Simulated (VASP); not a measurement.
InGaO:

```
In Ga O
1.0
     3.17460    0.00000    0.00000
    -1.58730    2.74929    0.00000
     0.00000    0.00000   13.25300
In Ga O
2 2 2
Direct
  0.33333 0.66667 0.61043
  0.66667 0.33333 0.38957
  0.00000 0.00000 0.09477
  0.00000 0.00000 0.90523
  0.33333 0.66667 0.14872
  0.66667 0.33333 0.85128
```

The cell was built by a generator and needn't be a form met in nature.

* Program: VASP 6.6.1
* Task: relaxation of cell and atoms
* Functional: PBE
* Potentials or basis: VASP PAW PBE potentials, release 64 (In_d, Ga_d, O)
* Cutoff: 520 eV
* k mesh: 10 × 10 × 4
* Occupations: gaussian, width 0.1 eV
* Spin: no spin polarisation

At the start: pressure 0.1 GPa; volume 19.28 Å³/atom.

Problem. Where does the relaxation end?

Solution. Over 25 steps the energy falls by 4.4 meV/atom and the volume is 20.19 Å³/atom (+4.7 %); space group P-3m1 (No. 164, to 0.05 Å).

Step by step:
```csv
step,energy change (eV),largest force (eV/Å),pressure (GPa),volume (Å³)
1,0.0000,0.0830,0.06,115.67
2,-0.0047,0.0723,0.18,115.78
3,-0.0078,0.1641,0.36,115.96
4,-0.0102,0.1346,-0.03,116.73
5,-0.0103,0.1572,-0.11,116.89
6,-0.0128,0.1407,-0.07,117.10
7,-0.0186,0.0884,0.07,117.75
8,-0.0229,0.1007,0.41,119.04
9,-0.0247,0.0417,0.17,120.00
10,-0.0251,0.0400,-0.14,121.02
11,-0.0252,0.0373,-0.05,120.78
12,-0.0252,0.0382,-0.10,120.85
13,-0.0256,0.0326,-0.02,120.91
14,-0.0259,0.0374,0.08,121.02
15,-0.0260,0.0323,-0.10,121.30
16,-0.0261,0.0266,-0.05,121.20
17,-0.0263,0.0235,-0.05,121.15
18,-0.0264,0.0543,-0.01,121.05
19,-0.0264,0.0452,-0.03,121.08
20,-0.0265,0.0157,0.04,120.99
21,-0.0265,0.0252,0.12,120.95
22,-0.0265,0.0186,0.08,120.98
23,-0.0266,0.0173,0.03,121.07
24,-0.0266,0.0168,0.00,121.12
25,-0.0267,0.0053,-0.02,121.13
```

Final structure:
```cif
data_structure
_symmetry_space_group_name_H-M 'P 1'
_symmetry_Int_Tables_number 1
_cell_length_a 3.1599
_cell_length_b 3.1599
_cell_length_c 14.0087
_cell_angle_alpha 90.000
_cell_angle_beta 90.000
_cell_angle_gamma 120.000
_cell_volume 121.13
loop_
_atom_site_label
_atom_site_type_symbol
_atom_site_fract_x
_atom_site_fract_y
_atom_site_fract_z
_atom_site_occupancy
In1 In 0.33333 0.66667 0.60272 1
In2 In 0.66667 0.33333 0.39728 1
Ga1 Ga 0.00000 0.00000 0.08982 1
Ga2 Ga 0.00000 0.00000 0.91018 1
O1 O 0.33333 0.66667 0.14146 1
O2 O 0.66667 0.33333 0.85854 1
```
